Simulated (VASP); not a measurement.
These are HSE06 screened hybrid, VASP's PBE PAW potentials (set 64) (plane waves; VASP) values and carry that method's errors.

The input files of a VASP run:

### POSCAR
```
B31N31Si
1
    7.2488848260     0.0000000000     0.0000000000
    0.0000000000     7.2488848260     0.0000000000
    0.0000000000     0.0000000000     7.2488848260
B N Si
31 31 1
Direct
  0.4982440310   0.0002855800   0.0009266115
  0.7475957874   0.2520026467   0.0034165005
  0.7475973665   0.0027495604   0.2526578953
  0.9987691585   0.0007953298   0.0014696921
  0.2469385455   0.2489025477   0.9989958307
  0.4997594771   0.4998268090   0.9982536628
  0.7506586304   0.7526097423   0.9990276209
  0.2469246405   0.9983264807   0.2495662310
  0.4839657962   0.2471579588   0.2477913169
  0.7523868869   0.5155755143   0.2478903730
  0.4997623681   0.9976426854   0.5004777209
  0.7524497214   0.2471398055   0.5162833322
  0.7506617584   0.9983261374   0.7533127219
  0.9992627447   0.5013290466   0.0009941705
  0.2498818417   0.7496901934   0.9983526560
  0.9968180906   0.2519705012   0.2526790673
  0.2470379590   0.5011990944   0.2465328417
  0.4983898302   0.7525231363   0.2465527530
  0.9992929787   0.0002780665   0.5020057917
  0.2470621631   0.2459162858   0.5018164915
  0.7536780403   0.7525277635   0.5018306150
  0.2499049178   0.9977520550   0.7503579359
  0.4984110626   0.2459162611   0.7531736643
  0.7536849050   0.5011892401   0.7531709671
  0.0012234930   0.7526268709   0.2495852028
  0.0019858763   0.4998363583   0.5004593788
  0.2524472723   0.7471313347   0.4987664310
  0.0012607214   0.2489252507   0.7533078167
  0.2524489103   0.4981103762   0.7477854057
  0.5014801990   0.7471397555   0.7477708502
  0.0018714047   0.7497070771   0.7503576187
  0.6219233552   0.1287462951   0.1294090659
  0.8707781413   0.3776247774   0.1294483718
  0.8708315376   0.1287325453   0.3783387422
  0.1222522288   0.1255880301   0.1262672350
  0.3702231241   0.3750405487   0.1208229130
  0.6244954467   0.6293342068   0.1208645800
  0.8739595068   0.8773161844   0.1262729459
  0.3702174024   0.1201851143   0.3756992132
  0.8793872846   0.6293482989   0.3757614575
  0.6245377080   0.1201911503   0.6300344402
  0.8794054682   0.3750650249   0.6300272622
  0.8739709762   0.1256022831   0.8779889507
  0.1234703713   0.6260803154   0.1232808938
  0.3735097642   0.8761134238   0.1232605231
  0.1244198260   0.3748172959   0.3754715882
  0.3734993578   0.6260703687   0.3647945445
  0.6247497792   0.8751727059   0.3754725453
  0.1234654918   0.1226253423   0.6267182450
  0.3735206104   0.3641234507   0.6267147533
  0.6354549974   0.6260712762   0.6267341380
  0.8769609608   0.8761192189   0.6267591847
  0.3735265223   0.1226107310   0.8767724766
  0.6247776465   0.3748352114   0.8758275591
  0.8769597633   0.6260571252   0.8767843688
  0.1240975121   0.8754733189   0.3752148504
  0.1273482830   0.6237412783   0.6244198250
  0.3758426405   0.8722349350   0.6243865358
  0.1240977363   0.3745474351   0.8761732972
  0.3758478721   0.6237532580   0.8728827753
  0.6250345200   0.8754623998   0.8761692059
  0.1249141891   0.8746844795   0.8753284239
  0.5446043970   0.4550045053   0.4556239207
```

INCAR:
```
SYSTEM = B31N31Si
PREC = Normal
ENCUT = 400
EDIFF = 1E-5
NELM = 50
ALGO = Normal
LREAL = Auto
LASPH = .TRUE.
ISMEAR = 0
SIGMA = 0.05
GGA = PE
LWAVE = .FALSE.
LCHARG = .FALSE.
NELMIN = 4
ISYM = 0
ISPIN = 2
NUPDOWN = 2
MAGMOM = 63*0.0317
LORBIT = 10
HFSCREEN = 0.2
AEXX = 0.25
LHFCALC = .TRUE.
PRECFOCK = Fast
ISIF = 0
```

File KPOINTS:
```
Automatic mesh
0
Gamma
1 1 1
0 0 0
```

POTCAR, in this order: B N Si (PBE.64 set). Program: vasp_gam. Read from the step before: WAVECAR.

Output of the run:

### OUTCAR
```
 ion  position               nearest neighbor table
   1  0.498  0.000  0.001-  53 1.55  45 1.55  61 1.58  32 1.59
   2  0.748  0.252  0.003-  54 1.56  33 1.57  32 1.57  43 1.58
   3  0.748  0.003  0.253-  48 1.56  34 1.57  32 1.57  38 1.58
   4  0.999  0.001  0.001-  35 1.56  43 1.56  38 1.56  62 1.58
   5  0.247  0.249  0.999-  36 1.55  59 1.55  53 1.57  35 1.57
   6  0.500  0.500  0.998-  54 1.56  60 1.56  37 1.58  36 1.58
   7  0.751  0.753  0.999-  37 1.55  61 1.55  55 1.57  38 1.57
   8  0.247  0.998  0.250-  39 1.55  56 1.55  45 1.57  35 1.57
   9  0.484  0.247  0.248-  36 1.54  39 1.54  32 1.57  63 2.18
  10  0.752  0.516  0.248-  40 1.54  37 1.55  33 1.57  63 2.17
  11  0.500  0.998  0.500-  48 1.56  58 1.56  39 1.58  41 1.58
  12  0.752  0.247  0.516-  41 1.54  42 1.54  34 1.57  63 2.18
  13  0.751  0.998  0.753-  41 1.55  61 1.55  52 1.57  43 1.57
  14  0.999  0.501  0.001-  55 1.55  44 1.55  59 1.58  33 1.59
  15  0.250  0.750  0.998-  62 1.56  44 1.57  45 1.57  60 1.58
  16  0.997  0.252  0.253-  46 1.56  34 1.57  33 1.57  35 1.58
  17  0.247  0.501  0.247-  47 1.55  44 1.56  36 1.57  46 1.58  63 2.66
  18  0.498  0.753  0.247-  47 1.55  45 1.56  37 1.57  48 1.58  63 2.66
  19  0.999  0.000  0.502-  49 1.55  52 1.55  56 1.58  34 1.59
  20  0.247  0.246  0.502-  50 1.55  49 1.56  39 1.57  46 1.58  63 2.66
  21  0.754  0.753  0.502-  51 1.55  52 1.56  40 1.57  48 1.58  63 2.66
  22  0.250  0.998  0.750-  62 1.56  53 1.57  49 1.57  58 1.58
  23  0.498  0.246  0.753-  50 1.55  53 1.56  41 1.57  54 1.58  63 2.66
  24  0.754  0.501  0.753-  51 1.55  55 1.56  42 1.57  54 1.58  63 2.66
  25  0.001  0.753  0.250-  40 1.55  56 1.55  44 1.57  38 1.57
  26  0.002  0.500  0.500-  46 1.56  57 1.56  40 1.58  42 1.58
  27  0.252  0.747  0.499-  58 1.57  57 1.57  47 1.58  56 1.59
  28  0.001  0.249  0.753-  42 1.55  59 1.55  49 1.57  43 1.57
  29  0.252  0.498  0.748-  57 1.57  60 1.57  50 1.58  59 1.59
  30  0.501  0.747  0.748-  58 1.57  60 1.57  51 1.58  61 1.59
  31  0.002  0.750  0.750-  62 1.56  52 1.57  55 1.57  57 1.58
  32  0.622  0.129  0.129-   3 1.57   2 1.57   9 1.57   1 1.59
  33  0.871  0.378  0.129-   2 1.57  16 1.57  10 1.57  14 1.59
  34  0.871  0.129  0.378-  16 1.57   3 1.57  12 1.57  19 1.59
  35  0.122  0.126  0.126-   4 1.56   8 1.57   5 1.57  16 1.58
  36  0.370  0.375  0.121-   9 1.54   5 1.55  17 1.57   6 1.58
  37  0.624  0.629  0.121-  10 1.55   7 1.55  18 1.57   6 1.58
  38  0.874  0.877  0.126-   4 1.56   7 1.57  25 1.57   3 1.58
  39  0.370  0.120  0.376-   9 1.54   8 1.55  20 1.57  11 1.58
  40  0.879  0.629  0.376-  10 1.54  25 1.55  21 1.57  26 1.58
  41  0.625  0.120  0.630-  12 1.54  13 1.55  23 1.57  11 1.58
  42  0.879  0.375  0.630-  12 1.54  28 1.55  24 1.57  26 1.58
  43  0.874  0.126  0.878-   4 1.56  13 1.57  28 1.57   2 1.58
  44  0.123  0.626  0.123-  14 1.55  17 1.56  15 1.57  25 1.57
  45  0.374  0.876  0.123-   1 1.55  18 1.56  15 1.57   8 1.57
  46  0.124  0.375  0.375-  26 1.56  16 1.56  20 1.58  17 1.58
  47  0.373  0.626  0.365-  18 1.55  17 1.55  27 1.58  63 1.87
  48  0.625  0.875  0.375-  11 1.56   3 1.56  18 1.58  21 1.58
  49  0.123  0.123  0.627-  19 1.55  20 1.56  22 1.57  28 1.57
  50  0.374  0.364  0.627-  23 1.55  20 1.55  29 1.58  63 1.87
  51  0.635  0.626  0.627-  24 1.55  21 1.55  30 1.58  63 1.87
  52  0.877  0.876  0.627-  19 1.55  21 1.56  31 1.57  13 1.57
  53  0.374  0.123  0.877-   1 1.55  23 1.56  22 1.57   5 1.57
  54  0.625  0.375  0.876-   6 1.56   2 1.56  24 1.58  23 1.58
  55  0.877  0.626  0.877-  14 1.55  24 1.56  31 1.57   7 1.57
  56  0.124  0.875  0.375-   8 1.55  25 1.55  19 1.58  27 1.59
  57  0.127  0.624  0.624-  26 1.56  29 1.57  27 1.57  31 1.58
  58  0.376  0.872  0.624-  11 1.56  30 1.57  27 1.57  22 1.58
  59  0.124  0.375  0.876-   5 1.55  28 1.55  14 1.58  29 1.59
  60  0.376  0.624  0.873-   6 1.56  30 1.57  29 1.57  15 1.58
  61  0.625  0.875  0.876-   7 1.55  13 1.55   1 1.58  30 1.59
  62  0.125  0.875  0.875-  15 1.56  31 1.56  22 1.56   4 1.58
  63  0.545  0.455  0.456-  47 1.87  51 1.87  50 1.87  10 2.17   9 2.18  12 2.18  18 2.66  21 2.66
                            24 2.66  20 2.66  23 2.66  17 2.66
 Subroutine IBZKPT returns following result:
 Found      1 irreducible k-points:

 Following reciprocal coordinates:
            Coordinates               Weight
  0.000000  0.000000  0.000000      1.000000
 Subroutine IBZKPT_HF returns following result:
   k-points           NKPTS =      1   k-points in BZ     NKDIM =      1   number of bands    NBANDS=    160
   number of dos      NEDOS =    301   number of ions     NIONS =     63
   total plane-waves  NPLWV =  46656
...
```

**OSZICAR**
```
       N       E                     dE             d eps       ncg     rms          rms(c)
DAV:   1    -0.630789216202E+03   -0.63079E+03   -0.77350E+00   640   0.827E+00    0.360E+00
DAV:   2    -0.630827705393E+03   -0.38489E-01   -0.13021E-01   736   0.871E-01    0.254E+00
DAV:   3    -0.630809293551E+03    0.18412E-01   -0.11961E-02   744   0.289E-01    0.147E+00
DAV:   4    -0.630804343145E+03    0.49504E-02   -0.64406E-03   744   0.191E-01    0.836E-01
DAV:   5    -0.630803108249E+03    0.12349E-02   -0.12156E-03   736   0.886E-02    0.471E-01
DAV:   6    -0.630802699822E+03    0.40843E-03   -0.27204E-04   728   0.476E-02    0.261E-01
DAV:   7    -0.630802580485E+03    0.11934E-03   -0.87646E-05   720   0.280E-02    0.144E-01
DAV:   8    -0.630802546214E+03    0.34271E-04   -0.18779E-05   448   0.141E-02    0.817E-02
DAV:   9    -0.630802536039E+03    0.10175E-04   -0.69421E-06   432   0.892E-03    0.452E-02
DAV:  10    -0.630802533352E+03    0.26875E-05   -0.17499E-06   408   0.423E-03
   1 F= -.63080253E+03 E0= -.63080253E+03  d E =-.230371E-14  mag=     2.0000
```

### OUTCAR
```
------------------------ aborting loop because EDIFF is reached ----------------------------------------
  volume of cell :      380.90
      direct lattice vectors                 reciprocal lattice vectors
     7.248884826  0.000000000  0.000000000     0.137952254  0.000000000  0.000000000
     0.000000000  7.248884826  0.000000000     0.000000000  0.137952254  0.000000000
     0.000000000  0.000000000  7.248884826     0.000000000  0.000000000  0.137952254
  FREE ENERGIE OF THE ION-ELECTRON SYSTEM (eV)
  ---------------------------------------------------
  free  energy   TOTEN  =      -630.8025333516 eV

  energy  without entropy=     -630.8025333516  energy(sigma->0) =     -630.80253335

  exchange ACFDT corr.  =         0.00000000  see jH, gK, PRB 81, 115126

 total charge

# of ion       s       p       d       tot
------------------------------------------
    1        0.676   1.342   0.000   2.018
    2        0.673   1.336   0.000   2.009
    3        0.673   1.336   0.000   2.009
    4        0.676   1.348   0.000   2.024
    5        0.680   1.359   0.000   2.038
    6        0.674   1.339   0.000   2.012
    7        0.680   1.359   0.000   2.038
    8        0.680   1.359   0.000   2.038
    9        0.681   1.318   0.000   1.999
   10        0.681   1.318   0.000   1.998
   11        0.674   1.339   0.000   2.012
   12        0.681   1.318   0.000   1.999
   13        0.680   1.359   0.000   2.038
   14        0.676   1.342   0.000   2.018
   15        0.674   1.340   0.000   2.014
   16        0.673   1.336   0.000   2.009
   17        0.678   1.355   0.000   2.033
   18        0.678   1.355   0.000   2.033
   19        0.676   1.342   0.000   2.018
   20        0.678   1.355   0.000   2.033
   21        0.678   1.355   0.000   2.033
   22        0.674   1.340   0.000   2.014
   23        0.678   1.355   0.000   2.033
   24        0.678   1.355   0.000   2.033
   25        0.680   1.359   0.000   2.038
   26        0.674   1.339   0.000   2.012
   27        0.669   1.322   0.000   1.991
   28        0.680   1.359   0.000   2.038
   29        0.669   1.322   0.000   1.991
   30        0.669   1.322   0.000   1.991
   31        0.674   1.340   0.000   2.014
   32        1.226   2.697   0.000   3.923
   33        1.226   2.697   0.000   3.923
   34        1.226   2.697   0.000   3.923
   35        1.226   2.717   0.000   3.943
   36        1.231   2.719   0.000   3.950
   37        1.231   2.719   0.000   3.950
   38        1.226   2.717   0.000   3.943
   39        1.231   2.719   0.000   3.950
   40        1.231   2.719   0.000   3.950
   41        1.231   2.719   0.000   3.950
   42        1.231   2.719   0.000   3.950
   43        1.226   2.717   0.000   3.943
   44        1.228   2.731   0.000   3.959
   45        1.228   2.730   0.000   3.959
   46        1.226   2.717   0.000   3.942
   47        1.232   2.708   0.000   3.940
   48        1.226   2.716   0.000   3.942
   49        1.228   2.730   0.000   3.959
   50        1.232   2.708   0.000   3.940
   51        1.232   2.708   0.000   3.940
   52        1.228   2.730   0.000   3.959
   53        1.228   2.731   0.000   3.959
   54        1.226   2.717   0.000   3.942
   55        1.228   2.730   0.000   3.959
   56        1.231   2.714   0.000   3.945
   57        1.227   2.719   0.000   3.946
   58        1.227   2.719   0.000   3.946
   59        1.231   2.714   0.000   3.945
   60        1.227   2.719   0.000   3.946
   61        1.231   2.714   0.000   3.945
   62        1.228   2.723   0.000   3.951
   63        0.699   0.948   0.000   1.648
--------------------------------------------------
tot         59.754 126.803   0.000 186.557

 magnetization (x)

# of ion       s       p       d       tot
------------------------------------------
    1        0.001   0.002   0.000   0.003
    2        0.000   0.002   0.000   0.002
    3        0.000   0.002   0.000   0.002
    4       -0.000  -0.000   0.000  -0.000
    5        0.001   0.010   0.000   0.011
    6       -0.000  -0.001   0.000  -0.001
    7        0.001   0.010   0.000   0.011
    8        0.001   0.010   0.000   0.011
    9        0.035   0.179   0.000   0.215
   10        0.035   0.179   0.000   0.214
   11       -0.000  -0.001   0.000  -0.001
   12        0.035   0.180   0.000   0.215
   13        0.001   0.010   0.000   0.011
   14        0.001   0.002   0.000   0.003
   15       -0.000   0.001   0.000   0.001
   16        0.000   0.002   0.000   0.002
   17        0.001  -0.000   0.000   0.000
   18        0.001  -0.000   0.000   0.000
   19        0.001   0.002   0.000   0.003
   20        0.001  -0.000   0.000   0.000
   21        0.001  -0.000   0.000   0.000
   22       -0.000   0.001   0.000   0.001
...
```
(Selected blocks of OUTCAR.)

**OUTCAR**
```
 val. band max:        8.8442697504   @ k =   0.0000   0.0000   0.0000

 cond. band min:      11.2756795866   @ k =   0.0000   0.0000   0.0000


 Fermi energy:         9.1181628405

 spin component 1

 k-point     1 :       0.0000    0.0000    0.0000
  band No.  band energies     occupation
      1     -15.4548      1.00000
      2     -13.4902      1.00000
      3     -13.4899      1.00000
      4     -13.4165      1.00000
      5     -13.4159      1.00000
      6     -13.2453      1.00000
      7     -13.0760      1.00000
      8     -11.7473      1.00000
      9     -11.6732      1.00000
     10     -11.6728      1.00000
     11     -11.6688      1.00000
     12     -11.6687      1.00000
     13     -11.5926      1.00000
     14     -11.5829      1.00000
     15     -11.5825      1.00000
     16     -11.4912      1.00000
     17     -11.4910      1.00000
     18     -11.3896      1.00000
     19     -11.2198      1.00000
     20     -11.0233      1.00000
     21     -11.0230      1.00000
     22     -10.9689      1.00000
     23     -10.1744      1.00000
     24      -9.5434      1.00000
     25      -9.5432      1.00000
     26      -9.4516      1.00000
     27      -9.3472      1.00000
     28      -9.2345      1.00000
     29      -9.2340      1.00000
     30      -9.1510      1.00000
     31      -9.1507      1.00000
     32      -5.0479      1.00000
     33      -4.9799      1.00000
     34      -4.9798      1.00000
     35      -4.9675      1.00000
     36      -3.6837      1.00000
     37      -3.1717      1.00000
     38      -3.1715      1.00000
     39      -3.0887      1.00000
     40      -1.9315      1.00000
     41      -1.8794      1.00000
     42      -1.8791      1.00000
     43      -1.7876      1.00000
     44      -1.7874      1.00000
     45      -1.7706      1.00000
     46      -1.7705      1.00000
     47      -1.7369      1.00000
     48      -1.6981      1.00000
     49      -1.6968      1.00000
...
```

The supercell is sampled at Γ alone, which is coarse: total energies, pressure and levels can be off, energies of defects by several tenths of an eV.

The cell is a supercell with a defect, built from BN (zinc blende): Si_B-vac_N. The cell's shape comes from a PBE relaxation.
